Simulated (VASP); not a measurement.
```yaml
crystal:
  lattice:
    - [3.46845, 0.00000, 0.00000]
    - [0.00000, 3.46845, 0.00000]
    - [0.00000, 0.00000, 3.46845]
  atoms:
    - { symbol: Fe, position: [0.00000, 0.00000, 0.00000], spin: 3.2 }
    - { symbol: Ni, position: [0.00000, 0.50000, 0.50000], spin: 0.7 }
    - { symbol: Ni, position: [0.50000, 0.00000, 0.50000], spin: 0.7 }
    - { symbol: Ni, position: [0.50000, 0.50000, 0.00000], spin: 0.7 }
```

All values below come from r2SCAN+rVV10, VASP's PBE PAW potentials (set 64) (plane waves; VASP). Numerical set-up: 520 eV cut-off, 9×9×9 Γ-centred mesh, first-order Methfessel-Paxton smearing of 0.10 eV, potentials Fe Ni.

Problem. Predict the cell moment, energy per atom (σ→0), pressure, band gap (on the k-mesh) with the smallest direct gap where there is one.

Solution. 
The band gap (on the k-mesh) comes out as none (metal, semimetal or under 0.01 eV). The cell moment is 5.22 μB and the energy per atom (σ→0) comes out as -12440 meV/atom. The pressure is 7.25 GPa.

Problem. Give the moment on each site (PAW-sphere projection).

Solution. 
| site | moment (μB) |
|---|---|
| Fe1 | 3.12 |
| Ni2 | 0.72 |
| Ni3 | 0.72 |
| Ni4 | 0.72 |

Total energies compare only between runs with the same potentials, cut-off and functional.

The compound is Ni3Fe in the L1_2 structure. This cell is one point of a volume scan, at 0.97 of the reference volume.
